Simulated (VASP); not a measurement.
An input for Ansatz (written as the equivalent of a VASP run, and not itself run):

Ansatz 0.2 input:
```yaml
crystal:
  lattice:
    - [3.3738204, 0.0000000, 0.0000000]
    - [0.0000000, 3.3738204, 0.0000000]
    - [0.0000000, 0.0000000, 3.3738204]
  atoms:
    - { symbol: In, position: [0.5000000, 0.5000000, 0.5000000] }
    - { symbol: Pd, position: [0.0000000, 0.0000000, 0.0000000] }
kpoints:
  mp_grid: { grid: [11, 11, 11] }
hamiltonian:
  xc: pbe
  pseudopotentials: { kind: paw }
scf:
  occupations: { method: methfessel_paxton, width: 0.1 }
  max_iter: 100
output: { forces: true, stress: true, eigenvalues: true }
```

Write the VASP files for the same calculation (PBE).

Several could match; the one computed here: 
**INCAR**
```
# general
SYSTEM =PdIn
PREC   =Accurate
ENCUT  =520
LREAL  =F   # projection in real space or not
LASPH  =T

# electronic loop
EDIFF  =1E-7   # SCF stop (eV)
NELM   =100   # most electronic steps
ALGO   =Normal
LMAXMIX=4

# smearing
ISMEAR =1
SIGMA  =0.1   # width (eV)

# functional
GGA    =PE

# ions
ISIF   =2   # forces and stress, cell fixed

# output
LWAVE  =F
LCHARG =F
```

File KPOINTS:
```
Regular mesh
0
gamma
 11 11 11
```

**POSCAR**
```
PdIn
1
    3.3738204109     0.0000000000     0.0000000000
    0.0000000000     3.3738204109     0.0000000000
    0.0000000000     0.0000000000     3.3738204109
In Pd
1 1
Direct
  0.5000000000   0.5000000000   0.5000000000
  0.0000000000   0.0000000000   0.0000000000
```

POTCAR, in this order: In_d Pd (PBE.64 set). Program: vasp_std.

The two are equivalent in intent, not identical: each code has its own PAW files, so the cut-off isn't converted (ENCUT is set for VASP's; basis.ecutwfc is left out, and Ansatz then takes the one that its files recommend); Ansatz stops its SCF on the density residual and VASP on the energy change (EDIFF).

The compound is PdIn in the CsCl type structure. This cell is one point of a volume scan, at 1.06 of the reference volume.
